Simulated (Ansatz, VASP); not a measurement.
**AlNi3 in two plane-wave programs**

Aim: how closely do two programs agree when they are given the same cell, functional and k mesh? The cell is taken from a series of runs on this material, whose earlier steps may have relaxed, scaled, displaced or heated it; both programs get it as it stands.

Calculated with Ansatz 0.2.0; plane waves, with VASP 6.6.1 beside it; relaxation of cell and atoms at BLYP with D3(BJ) and relaxation of cell and atoms at PBE with D3(BJ).

### 1. Set-up

Symmetry: Pm-3m, No. 221, cubic system. Conventional cell: a = 3.523 Å, b = 3.523 Å, c = 3.523 Å, α = 90.00°, β = 90.00°, γ = 90.00°. Al has 12 Ni at 2.49 Å nearest. Ni has 8 Ni at 2.49 Å and 4 Al at 2.49 Å nearest. Farther neighbours are not listed.

### 2. Ansatz: relaxation of cell and atoms, BLYP with D3(BJ)

Ansatz runs on its default PAW (the set named soft_2) files.

The relaxed volume is the usual yardstick between codes: in a stiff, nearly cubic crystal its relative difference is about their pressure difference at one cell divided by the bulk modulus.

The input, input.yaml:

```yaml
crystal:
  lattice:
    - [3.5230547267, 0.0, 0.0]
    - [0.0, 3.5230547267, 0.0]
    - [0.0, 0.0, 3.5230547267]
  atoms:
    - { symbol: Al, position: [0.0, 0.0, 0.0] }
    - { symbol: Ni, position: [0.0, 0.5, 0.5], spin: 2.0 }
    - { symbol: Ni, position: [0.5, 0.0, 0.5], spin: 2.0 }
    - { symbol: Ni, position: [0.5, 0.5, 0.0], spin: 2.0 }
kpoints:
  mp_grid: { grid: [10, 10, 10] }
hamiltonian:
  xc: blyp
  dispersion: d3bj
scf:
  occupations: { method: gaussian, width: 0.1 }
output:
  forces: true
  stress: true
  eigenvalues: true
  populations: true
magnetization:
  spin_polarized: true
relax:
  adjacent_minimum: "off"
  f_tol: 0.005
  max_steps: 60
  cell: { stress_tol: 0.03 }
```

The run is started by

```
> ansatz run input.yaml --threads 4 --pin off --max-ram 8192MiB --backend cpu --events-out ev --progress --plain --runs-dir out
```

Numbers of over 12 decimals in the logs are rounded to 6 here.

What it wrote:

```text
Engine: ansatz 0.2.0, aarch64-unknown-linux-gnu
Pseudopotentials: kind: paw
Pseudopotential: Al, paw, valence charge 3, recommended cutoff 420 eV (normal), Al.paw.azcp
Pseudopotential: Ni, paw, valence charge 18, recommended cutoff 420 eV (normal), Ni.paw.azcp
Functional definition: BLYP
  parameter beta = 0.0042
  parameter a = 0.04918
  parameter b = 0.132
  parameter c = 0.2533
  parameter d = 0.349
  exchange = b88_x(beta = beta)
  correlation = lyp_c(a = a, b = b, c = c, d = d)
Crystal: 4 atoms, lattice volume = 43.728 Å³
Basis set: ecut = 420 eV, 847 PW (Γ), exchange–correlation on 48×48×48 points (8 copies of the dense FFT grid, shifted against one another)
Bands: 38, of which v1, the nominal top of the filled ones, is band 29 counted from 1 (28 counted from 0)
Symmetry: 48 space group operations
Space group: Pm-3m (ITA 221), of the structure as read, at distance tolerance 3.5e-5 Å
Magnetic group: BNS 221.92 (UNI 1594), of the structure as read, at distance tolerance 3.5e-5 Å
k-points: 56 of 1000
Non-local potential: Al, projectors of the file, l = 0: 2, l = 1: 2, l = 2: 1
Non-local potential: Ni, projectors of the file, l = 0: 3, l = 1: 2, l = 2: 3, l = 3: 1
PAW form: soft (Blöchl's): semilocal exchange-correlation on the pseudo side does not see the compensation charge
PAW frozen core: Al, regenerated for the run's functional, and the local potential with it (the file was generated under x = pbe(κ = 0.804, μ = 0.219515), c = pbe(β = 0.066725))
PAW frozen core: Ni, regenerated for the run's functional, and the local potential with it (the file was generated under x = pbe(κ = 0.804, μ = 0.219515), c = pbe(β = 0.066725))
PAW one-centre angular grid: Al, 110 points (default); XC on 64 Gauss nodes
PAW one-centre angular grid: Ni, 590 points (default); XC on 64 Gauss nodes
Initial density: superposition of atomic densities (chi_scale 0.1, normalization cell)
Starting moments: Σ|m| = 6 μB on 3 of 4 sites
Initial wavefunctions: pseudopotential atomic-orbital guess
Functional: x = b88, c = lyp
SCF iter   1: F=—  HF=-18085.353877 eV  |F-HF|=—  |Δ(HF+E_count)|=         —  Δρ=1.15e-1 (↑1.15e-1 ↓4.89e-2)  dr2=2.08e0  dr2_m=2.36e0  M=3.256 μB ∫|m|=3.896 μB  β_m=0.30  ethr=3.10e-3  ⟨swp⟩=6.5  Hψ=16010  notcnv=0  defer=1
Mixer restart at iter 1: flushing history
preconditioner: auto → Kerker (q_TF=auto, 2.852 Å⁻¹)  [metal: Δε(μ)=0.012 eV  Ē_g=9.742 eV  σ=0.100 eV  W_gap=0.07  n_scr=18 (ndim 8)  ℏωp=32.3 eV  f_vac=0.000  D(μ)=5.35/eV (n_scr^D=80)]
spin=Collinear: Kerker preconditioning applied to the charge; magnetization (m = ρ↑ − ρ↓) channel mixes plain (no charge-response kernel on spin).
SCF iter   2: F=—  HF=-18085.422414 eV  |F-HF|=—  |Δ(HF+E_count)|=   6.85e-2  Δρ=9.26e-2 (↑6.78e-2 ↓9.26e-2)  dr2=3.12e-1  dr2_m=2.51e0  M=2.668 μB ∫|m|=3.340 μB  β_m=0.59  ethr=3.10e-3  ⟨swp⟩=2.3  Hψ=7104  notcnv=0  defer=334
SCF iter   3: F=—  HF=-18088.639560 eV  |F-HF|=—  |Δ(HF+E_count)|=    3.22e0  Δρ=8.61e-2 (↑5.27e-2 ↓8.61e-2)  dr2=5.89e-1  dr2_m=1.90e0  M=1.922 μB ∫|m|=2.624 μB  β_m=0.26  ethr=5.48e-4  ⟨swp⟩=2.4  Hψ=7063  notcnv=0  defer=333
SCF iter   4: F=—  HF=-18090.192966 eV  |F-HF|=—  |Δ(HF+E_count)|=    1.55e0  Δρ=6.21e-2 (↑4.52e-2 ↓6.21e-2)  dr2=2.79e-1  dr2_m=1.14e0  M=1.387 μB ∫|m|=2.059 μB  β_m=0.48  ethr=5.48e-4  ⟨swp⟩=2.5  Hψ=7053  notcnv=0  defer=354
SCF iter   5: F=—  HF=-18091.311426 eV  |F-HF|=—  |Δ(HF+E_count)|=         —  Δρ=2.41e-2 (↑2.41e-2 ↓1.35e-2)  dr2=3.03e-1  dr2_m=2.15e-2  M=0.736 μB ∫|m|=0.988 μB  β_m=0.77  ethr=4.90e-4  ⟨swp⟩=3.0  Hψ=7775  notcnv=0  defer=354
Mixer restart at iter 5: flushing history
SCF iter   6: F=—  HF=-18091.321441 eV  |F-HF|=—  |Δ(HF+E_count)|=   1.00e-2  Δρ=2.22e-2 (↑1.14e-2 ↓2.22e-2)  dr2=2.57e-1  dr2_m=1.29e-2  M=0.683 μB ∫|m|=0.876 μB  β_m=0.63  ethr=4.90e-4  ⟨swp⟩=2.8  Hψ=8414  notcnv=0  defer=364
SCF iter   7: F=—  HF=-18091.251640 eV  |F-HF|=—  |Δ(HF+E_count)|=   6.98e-2  Δρ=1.07e-2 (↑1.07e-2 ↓6.55e-3)  dr2=6.95e-2  dr2_m=2.34e-3  M=0.717 μB ∫|m|=0.917 μB  β_m=0.61  ethr=4.51e-4  ⟨swp⟩=2.3  Hψ=7405  notcnv=0  defer=361
SCF iter   8: F=—  HF=-18091.232999 eV  |F-HF|=—  |Δ(HF+E_count)|=   1.86e-2  Δρ=1.90e-3 (↑1.90e-3 ↓1.39e-3)  dr2=1.27e-3  dr2_m=8.27e-4  M=0.700 μB ∫|m|=0.876 μB  β_m=0.81  ethr=1.22e-4  ⟨swp⟩=2.5  Hψ=6754  notcnv=0  defer=364
[...]
SCF 3 converged in 8 iterations: F = -18091.235420 eV  dr2 = 2.03e-7
  greatest PAW one-centre occupation: 1.001 electrons in one spin orbital (limit 2), on the Ni atom at site 1 (counted from 0), in its partial waves of l = 1
relax step   3: F+E_penalty+E_count = -18091.23541988 eV  Δ(F+E_penalty+E_count) = -7.153e-4 eV  max|allowed force component| = 6.475e-30 eV/Å  Δτ_max = 0.0000 Å  P = +0.015 GPa  Ω = 43.305 Å³  energy of the carried Pulay correction = +2.138e-4 eV  (8 SCF iters, dr2 threshold 4.00e-7 eV, accepted)
Initial wavefunctions: pseudopotential atomic-orbital guess (no wavefunctions were taken with the density)
iter 1 solved again at ethr=2.45e-8 eV; its pass at ethr=3.10e-3 eV (dr2=1.40e-5 eV) is discarded
SCF iter   1: F=—  HF=-18091.235214 eV  |F-HF|=—  |Δ(HF+E_count)|=         —  Δρ=3.06e-5 (↑1.97e-5 ↓3.06e-5)  dr2=5.59e-7  dr2_m=1.30e-8  M=0.688 μB ∫|m|=0.845 μB  β_m=0.65  ethr=2.45e-8  ⟨swp⟩=3.2  Hψ=28883  notcnv=0
preconditioner: auto → none  [metal: Δε(μ)=0.004 eV  Ē_g=10.062 eV  σ=0.100 eV  W_gap=0.02  n_scr=6 (ndim 8)  ℏωp=32.4 eV  f_vac=0.000  D(μ)=3.47/eV (n_scr^D=32)]
SCF iter   2: F=—  HF=-18091.235216 eV  |F-HF|=—  |Δ(HF+E_count)|=   1.42e-6  Δρ=3.20e-5 (↑3.20e-5 ↓3.14e-5)  dr2=1.11e-6  dr2_m=8.38e-11  M=0.688 μB ∫|m|=0.845 μB  β_m=0.30  ethr=9.81e-10  ⟨swp⟩=2.0  Hψ=7266  notcnv=0
SCF iter   3: F=—  HF=-18091.235215 eV  |F-HF|=—  |Δ(HF+E_count)|=   2.64e-7  Δρ=7.44e-6 (↑3.59e-6 ↓7.44e-6)  dr2=1.42e-8  dr2_m=2.05e-9  M=0.688 μB ∫|m|=0.845 μB  β_m=0.41  ethr=9.81e-10  ⟨swp⟩=2.1  Hψ=6153  notcnv=0
SCF iter   4: F=—  HF=-18091.235216 eV  |F-HF|=—  |Δ(HF+E_count)|=   1.42e-7  Δρ=4.03e-6 (↑2.26e-6 ↓4.03e-6)  dr2=1.47e-8  dr2_m=3.67e-10  M=0.688 μB ∫|m|=0.845 μB  β_m=0.63  ethr=2.50e-11  ⟨swp⟩=2.0  Hψ=6150  notcnv=0
SCF iter   5: F=—  HF=-18091.235216 eV  |F-HF|=—  |Δ(HF+E_count)|=   7.54e-8  Δρ=4.88e-6 (↑1.88e-6 ↓4.88e-6)  dr2=1.47e-8  dr2_m=9.60e-10  M=0.689 μB ∫|m|=0.845 μB  β_m=0.82  ethr=2.50e-11  ⟨swp⟩=2.0  Hψ=5867  notcnv=0
SCF iter   6: F=—  HF=-18091.235216 eV  |F-HF|=—  |Δ(HF+E_count)|=   6.06e-8  Δρ=1.43e-6 (↑4.04e-7 ↓1.43e-6)  dr2=3.42e-10  dr2_m=3.12e-10  M=0.689 μB ∫|m|=0.845 μB  β_m=0.91  ethr=2.50e-11  ⟨swp⟩=2.0  Hψ=7043  notcnv=0
SCF iter   7: F=—  HF=-18091.235216 eV  |F-HF|=—  |Δ(HF+E_count)|=  8.51e-10  Δρ=1.96e-7 (↑1.96e-7 ↓6.21e-8)  dr2=1.63e-11  dr2_m=3.03e-12  M=0.689 μB ∫|m|=0.845 μB  β_m=0.84  ethr=1.00e-12  ⟨swp⟩=2.1  Hψ=6966  notcnv=0
SCF iter   8: F=—  HF=-18091.235216 eV  |F-HF|=—  |Δ(HF+E_count)|=  1.09e-11  Δρ=9.26e-8 (↑6.45e-8 ↓9.26e-8)  dr2=7.14e-12  dr2_m=9.95e-14  M=0.689 μB ∫|m|=0.845 μB  β_m=0.92  ethr=1.00e-12  ⟨swp⟩=1.0  Hψ=4256  notcnv=0
SCF iter   9: F=-18091.235216 eV  HF=-18091.235216 eV  |F-HF|=3.64e-12  |Δ(HF+E_count)|=  1.46e-11  Δρ=4.70e-8 (↑3.22e-8 ↓4.70e-8)  dr2=1.82e-12  dr2_m=2.43e-14  M=0.689 μB ∫|m|=0.845 μB  ethr=1.00e-12  ⟨swp⟩=4.0  Hψ=16642  notcnv=0
SCF 4 converged in 9 iterations: F = -18091.235216 eV  dr2 = 1.82e-12
relax step   4: F+E_penalty+E_count = -18091.23521569 eV  Δ(F+E_penalty+E_count) = +2.042e-4 eV  max|allowed force component| = 1.601e-29 eV/Å  Δτ_max = 0.0000 Å  P = +0.012 GPa  Ω = 43.305 Å³  stress off target by 1.17e-2 GPa  SCF on the basis re-selected at this cell (its energy is not comparable with the rows above)  (9 SCF iters)
basis re-selected at this cell: Δ(F+E_penalty+E_count) = +2.042e-4 eV, ΔP = -0.003 GPa vs the last step (what re-selecting the basis moved, of the pressure what is left beyond the Pulay correction that the steps carried, after the strain that the cell walked since its last selection, with what the two solves' SCF thresholds leave and, on support functions, any second-order correction that the steps lacked; it is no m [...]
SCF converged after 9 iterations
Magnetization: 0.6886 μB (28.8443 up, 28.1557 down)
Absolute magnetization: 0.8456 μB (∫|ρ↑−ρ↓|, with the PAW one-centre terms)
Spin contamination: 0.0100 ħ² per cell (⟨S²⟩ above its minimum at these occupations)
Per-site moments (μB) at R_I (Å): [(-0.014106, 1.024287), (0.252663, 1.024287), (0.252663, 1.024287), (0.252663, 1.024287)]
Free energy (F): -18091.235216 eV
Harris-Foulkes:  -18091.235216 eV  (|F-HF|=3.64e-12)
Internal energy: -18091.217897 eV  (E = F + TS)
E sigma→0 (E₀):  -18091.226556 eV
Entropy (-TS):   -0.017319 eV (-4.330 meV/atom)
Fermi energy:    17.140131 eV
--- Per-component energies (eV) ---
  E_band       = -860.871172
  E_kinetic    = 883.515987
  E_local      = -11828.755336  (includes V_loc(G=0)·N_el)
  E_nonlocal   = 1905.250136
  E_hartree    = 5057.845143
  E_xc         = -292.118408
  E_vxc        = -354.191750  (∫ρ·V_xc dr)
  E_paw        = -5397.226015  (= ΣΔE_a)
  E_vpaw       = -1582.381782  (= ΣTr[D̂ρ^β])
  E_aug_tail   = 0.001479  (compensation charges beyond the density's cutoff)
  E_ewald      = -8415.394474
  E_disp       = -4.359988  (pairwise vdW)
  E_core_change = 0.023579  (= ΣΔE_core)
  E_smearing   = -0.017319  (= −TS)
  E_closure    = 0.000000  (closes the sum)
  Σ components = -18091.235216   (vs F -18091.235216, Δ=0.00e0)
--- Forces (eV/Å), atoms counted from 1 ---
  atom   1  Al    -0.00000000    -0.00000000    -0.00000000
  atom   2  Ni     0.00000000    -0.00000000    -0.00000000
  atom   3  Ni     0.00000000     0.00000000    -0.00000000
  atom   4  Ni     0.00000000    -0.00000000    -0.00000000
  max |Σ_I F_I| component: 3.87e-29 eV/Å
--- Stress (GPa, compression-positive) ---
        0.011695       0.000000      -0.000000
        0.000000       0.011695       0.000000
       -0.000000       0.000000       0.011695
  P = ⅓ Tr σ = 0.0117 GPa (0.117 kbar)
--- Band table (eV; the first three rows and the last of 112) ---
  k-point 0 ↑: bands = [... 25 lower, 17.0826, 17.0826, 17.0826, 18.0669, 18.0669, 18.0669, 23.9711, 23.9711, ... 5 higher]
  k-point 1 ↑: bands = [... 25 lower, 16.7989, 16.8259, 17.0827, 17.5637, 18.5080, 18.5080, 23.9636, 24.3116, ... 5 higher]
  k-point 2 ↑: bands = [... 25 lower, 16.5150, 16.6938, 16.7120, 17.0830, 19.3607, 19.3607, 23.9415, 24.5396, ... 5 higher]
  k-point 55 ↓: bands = [... 25 lower, 16.1672, 16.1672, 17.0650, 17.2490, 17.2490, 17.2490, 20.8470, 21.5252, ... 5 higher]
--- Relaxed structure (3 steps of the walk, 3 accepted, 1 SCFs on fresh bases) ---
  F+E_penalty+E_count = -18091.23521569 eV   max|allowed force component| = 1.601e-29 eV/Å   (the final SCF, on the basis selected at the relaxed cell)
  cell:  # Å, volume = 43.3050 Å³
    - [3.511661, 0, 0]
    - [0, 3.511661, 0]
    - [0, 0, 3.511661]
  atoms:
    - { symbol: Al, position: [0, 0, 0] }
    - { symbol: Ni, position: [0, 0.5, 0.5] }
    - { symbol: Ni, position: [0.5, 0, 0.5] }
    - { symbol: Ni, position: [0.5, 0.5, 0] }
--- Löwdin populations: 4 sites ---
  site symbol       q [e]    m [muB]
     0     Al      3.4981    -0.0375
     1     Ni     17.6545     0.2501
     2     Ni     17.6545     0.2501
     3     Ni     17.6545     0.2501
  spilling = 0.009446 (of n_electrons = 57.000000)
```

[end of part 1 of 3]

[Lines on the potential files, build, host, timing and source positions are cut from VASP's logs without a mark.]

[Logs are printed without paths, hosts, clocks, repeated set-up lines and the standing remarks that a program may print on its own settings, such as how far it seeks lower states.]

[Hosts, paths, dates, database ids (printed as entryN), source tags and the programs' standing remarks are cut or masked in the printed files.]
